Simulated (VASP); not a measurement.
Output of a VASP run:

**OUTCAR**
```
 ion  position               nearest neighbor table
   1  0.333  0.667  0.270-   9 2.88   9 2.88   9 2.88  10 3.10  10 3.10  10 3.10
   2  0.333  0.667  0.063-   8 2.88   8 2.88   8 2.88   7 3.10   7 3.10   7 3.10
   3  0.000  0.000  0.603-  12 2.88  12 2.88  12 2.88  13 3.10  13 3.10  13 3.10
   4  0.000  0.000  0.397-  11 2.88  11 2.88  11 2.88  10 3.10  10 3.10  10 3.10
   5  0.667  0.333  0.937-  15 2.88  15 2.88  15 2.88   7 3.10   7 3.10   7 3.10
   6  0.667  0.333  0.730-  14 2.88  14 2.88  14 2.88  13 3.10  13 3.10  13 3.10
   7  0.000  0.000  0.000-   2 3.10   5 3.10   2 3.10   5 3.10   5 3.10   2 3.10
   8  0.667  0.333  0.114-   2 2.88   2 2.88   2 2.88
   9  0.000  0.000  0.219-   1 2.88   1 2.88   1 2.88
  10  0.667  0.333  0.333-   1 3.10   1 3.10   1 3.10   4 3.10   4 3.10   4 3.10
  11  0.333  0.667  0.448-   4 2.88   4 2.88   4 2.88
  12  0.667  0.333  0.552-   3 2.88   3 2.88   3 2.88
  13  0.333  0.667  0.667-   6 3.10   6 3.10   6 3.10   3 3.10   3 3.10   3 3.10
  14  0.000  0.000  0.781-   6 2.88   6 2.88   6 2.88
  15  0.333  0.667  0.886-   5 2.88   5 2.88   5 2.88
  LATTYP: Found a hexagonal cell.
 ALAT       =     4.1879152428
 C/A-ratio  =     7.3361939659
 Subroutine PRICEL returns following result:
  LATTYP: Found a trigonal (rhomboedric) cell.
 ALAT       =    10.5226677092
 COS(alpha) =     0.9208020280
 Subroutine GETGRP returns: Found 12 space group operations
The static configuration has the point symmetry D_3d.
The dynamic configuration has the point symmetry D_3d.
 Subroutine INISYM returns: Found 12 space group operations
 Subroutine IBZKPT returns following result:
 Found      7 irreducible k-points:

 Following reciprocal coordinates:
            Coordinates               Weight
  0.000000  0.000000  0.000000      1.000000
  0.166667  0.000000  0.000000      6.000000
  0.333333  0.000000  0.000000      6.000000
  0.500000  0.000000  0.000000      3.000000
  0.166667  0.166667  0.000000      6.000000
  0.333333  0.166667  0.000000     12.000000
  0.333333  0.333333  0.000000      2.000000
   k-points           NKPTS =      7   k-points in BZ     NKDIM =      7   number of bands    NBANDS=     86
   number of dos      NEDOS =    301   number of ions     NIONS =     15
   total plane-waves  NPLWV = 201600
   dimension x,y,z NGX =    30 NGY =   30 NGZ =  224
   dimension x,y,z NGXF=    60 NGYF=   60 NGZF=  448
   ions per type =               6   9
   PREC   = accura    normal or accurate (medium, high low for compatibility)
   ISTART =      0    job   : 0-new  1-cont  2-samecut
   ICHARG =      2    charge: 1-file 2-atom 10-const
   ISPIN  =      1    spin polarized calculation?
   LNONCOLLINEAR =      F non collinear calculations
   LSORBIT =      F    spin-orbit coupling
   INIWAV =      1    electr: 0-lowe 1-rand  2-diag
   ENCUT  =  480.0 eV  35.28 Ry    5.94 a.u.   7.48  7.48 54.88*2*pi/ulx,y,z
   NELM   =    100;   NELMIN=  2; NELMDL= -5     # of ELM steps
   EDIFF  = 0.1E-05   stopping-criterion for ELM
   LREAL  =      T    real-space projection
   NLSPLINE    = F    spline interpolate recip. space projectors
   LMAXMIX     =    4 max onsite mixed and CHGCAR
   VOSKOWN=      0    Vosko Wilk Nusair interpolation
   EDIFFG = -.2E-01   stopping-criterion for IOM
   NSW    =     60    number of steps for IOM
   NBLOCK =      1;   KBLOCK =     60    inner block; outer block
   IBRION =      2    ionic relax: 0-MD 1-quasi-New 2-CG
   NFREE  =      1    steps in history (QN), initial steepest desc. (CG)
   ISIF   =      3    stress and relaxation
   ISYM   =      2    0-nonsym 1-usesym 2-fastsym
   TEIN   =    0.0    initial temperature
   TEBEG  =    0.0;   TEEND  =   0.0 temperature during run
   SMASS  =  -3.00    Nose mass-parameter (am)
   PSTRESS=    0.0 pullay stress
   NELECT =     144.0000    total number of electrons
   EFERMI =   0.00;   METHOD = LEGACY
   ISMEAR =     0;   SIGMA  =   0.05  broadening in eV -4-tet -1-fermi 0-gaus
   IALGO  =     38    algorithm
   LDIAG  =      T    sub-space diagonalisation (order eigenvalues)
   IMIX   =      4    mixing-type and parameters
     AMIX     =   0.40;   BMIX     =  1.00
     AMIX_MAG =   1.60;   BMIX_MAG =  1.00
     AMIN     =   0.10
   GGA     = PE    functional components
...
```

File OSZICAR:
```
       N       E                     dE             d eps       ncg     rms          rms(c)
DAV:   1     0.151757743815E+04    0.15176E+04   -0.63906E+04  1204   0.161E+03
DAV:   2     0.155043856342E+03   -0.13625E+04   -0.13225E+04  1308   0.428E+02
DAV:   3    -0.495662629434E+02   -0.20461E+03   -0.19599E+03  1436   0.186E+02
DAV:   4    -0.626369735379E+02   -0.13071E+02   -0.12789E+02  1384   0.470E+01
DAV:   5    -0.633348265112E+02   -0.69785E+00   -0.69536E+00  1646   0.103E+01    0.866E+00
DAV:   6    -0.606387243718E+02    0.26961E+01   -0.58103E+00  1496   0.836E+00    0.526E+00
DAV:   7    -0.606877367119E+02   -0.49012E-01   -0.14660E+00  1490   0.305E+00    0.266E+00
DAV:   8    -0.607176611428E+02   -0.29924E-01   -0.24194E-01  1436   0.157E+00    0.792E-01
DAV:   9    -0.607128676784E+02    0.47935E-02   -0.31356E-02  1474   0.698E-01    0.289E-01
DAV:  10    -0.607141279975E+02   -0.12603E-02   -0.11271E-02  1364   0.271E-01    0.119E-01
DAV:  11    -0.607144065558E+02   -0.27856E-03   -0.83214E-04  1546   0.112E-01    0.605E-02
DAV:  12    -0.607145072676E+02   -0.10071E-03   -0.25107E-04  1476   0.497E-02    0.220E-02
DAV:  13    -0.607145095418E+02   -0.22742E-05   -0.53114E-05  1770   0.355E-02    0.927E-03
DAV:  14    -0.607145096038E+02   -0.62058E-07   -0.75445E-06  1164   0.804E-03
   1 F= -.60714510E+02 E0= -.60714510E+02  d E =-.607145E+02
       N       E                     dE             d eps       ncg     rms          rms(c)
DAV:   1    -0.607154513682E+02   -0.94183E-03   -0.24347E-01  1594   0.163E+00    0.143E-01
DAV:   2    -0.607153032323E+02    0.14814E-03   -0.53566E-03  1594   0.363E-01    0.663E-02
DAV:   3    -0.607151889307E+02    0.11430E-03   -0.58409E-04  1584   0.128E-01    0.227E-02
DAV:   4    -0.607151764906E+02    0.12440E-04   -0.47546E-05  1476   0.339E-02    0.982E-03
DAV:   5    -0.607151720188E+02    0.44718E-05   -0.81295E-06  1360   0.142E-02    0.505E-03
DAV:   6    -0.607151706414E+02    0.13774E-05   -0.18360E-06   744   0.590E-03    0.231E-03
DAV:   7    -0.607151700081E+02    0.63324E-06   -0.71974E-07   728   0.418E-03
   2 F= -.60715170E+02 E0= -.60715170E+02  d E =-.660404E-03
```

OUTCAR:
```
------------------------ aborting loop because EDIFF is reached ----------------------------------------
  FORCE on cell =-STRESS in cart. coord.  units (eV):
  Direction    XX          YY          ZZ          XY          YZ          ZX
  --------------------------------------------------------------------------------------
  Total        0.0355718      0.0355718      0.1359608     -0.0000000      0.0000000      0.0000000
  in kB        0.1220439      0.1220439      0.4664705     -0.0000000      0.0000000      0.0000000
  external PRESSURE =       0.2368528 kB  Pullay stress =       0.0000000 kB
  volume of cell :      466.98
      direct lattice vectors                 reciprocal lattice vectors
     4.188503706 -0.000000000  0.000000000     0.238748744  0.137841658 -0.000000000
    -2.094251853  3.627350436  0.000000000     0.000000000  0.275683317 -0.000000000
     0.000000000  0.000000000 30.736305153     0.000000000  0.000000000  0.032534815
 POSITION                                       TOTAL-FORCE (eV/Angst)
 -----------------------------------------------------------------------------------
     -0.00000      2.41823      8.29925        -0.000000      0.000000     -0.010158
     -0.00000      2.41823      1.94620         0.000000      0.000000      0.010158
      0.00000      0.00000     18.54468        -0.000000     -0.000000     -0.010158
     -2.09425      3.62735     12.19163         0.000000     -0.000000      0.010158
      2.09425      1.20912     28.79010         0.000000     -0.000000     -0.010158
      2.09425      1.20912     22.43705        -0.000000      0.000000      0.010158
      2.09425      3.62735      0.00000        -0.000000     -0.000000     -0.000000
      2.09425      1.20912      3.51574        -0.000000     -0.000000     -0.015027
     -2.09425      3.62735      6.72968         0.000000      0.000000      0.015027
      2.09425      1.20912     10.24542         0.000000      0.000000     -0.000000
     -0.00000      2.41823     13.76120        -0.000000      0.000000     -0.015027
      2.09425      1.20912     16.97511         0.000000      0.000000      0.015027
     -0.00000      2.41823     20.49088        -0.000000     -0.000000     -0.000000
      2.09425      3.62735     24.00662        -0.000000     -0.000000     -0.015027
     -0.00000      2.41823     27.22056         0.000000      0.000000      0.015027
 -----------------------------------------------------------------------------------
    total drift:                                0.000000      0.000000      0.000000
  FREE ENERGIE OF THE ION-ELECTRON SYSTEM (eV)
  ---------------------------------------------------
  free  energy   TOTEN  =       -60.7151700081 eV

  energy  without entropy=      -60.7151700081  energy(sigma->0) =      -60.71517001

 reached required accuracy - stopping structural energy minimisation
```
(Selected blocks of OUTCAR.)

**POSCAR**
```
Bi2Se3
1
    4.1879152428    -0.0000000000     0.0000000000
   -2.0939576214     3.6268408117    -0.0000000000
   -0.0000000000    -0.0000000000    30.7233585340
Bi Se
6 9
Direct
  0.3333330000   0.6666670000   0.2700868046
  0.3333330000   0.6666670000   0.0632471954
  0.0000000000   0.0000000000   0.6034198046
  0.0000000000   0.0000000000   0.3965801954
  0.6666670000   0.3333330000   0.9367528046
  0.6666670000   0.3333330000   0.7299131954
  0.0000000000   0.0000000000   0.0000000000
  0.6666670000   0.3333330000   0.1144341016
  0.0000000000   0.0000000000   0.2188988984
  0.6666670000   0.3333330000   0.3333330000
  0.3333330000   0.6666670000   0.4477681016
  0.6666670000   0.3333330000   0.5522318984
  0.3333330000   0.6666670000   0.6666670000
  0.0000000000   0.0000000000   0.7811011016
  0.3333330000   0.6666670000   0.8855658984
```

### Question
Reconstruct the remaining input files.

### Answer
This is not unique; one that fits is the input of the run itself, PBE GGA, plane waves, VASP's PBE PAW potentials (set 64).

**INCAR**
```
SYSTEM = Bi2Se3
PREC = Accurate; ENCUT = 480; LREAL = Auto
LASPH = T
EDIFF = 1E-6; NELM = 100; ALGO = Normal
LMAXMIX = 4
ISMEAR = 0; SIGMA = 0.05
GGA = PE
IBRION = 2; NSW = 60; ISIF = 3
EDIFFG = -0.02
LWAVE = F; LCHARG = F
```

KPOINTS:
```
Automatic mesh
0
Gamma
6 6 1
0 0 0
```

POTCAR, in this order: Bi_d Se (PBE.64 set). Program: vasp_std.

Without a dispersion term in the relaxation, distances and binding between the weakly bound layers, chains or molecules are unreliable, and so is what depends on them.

The compound is Bi2Se3 in the tetradymite structure. This run relaxes it. Symmetry was kept, so distortions that lower it aren't found. The start is the result of an earlier pass.
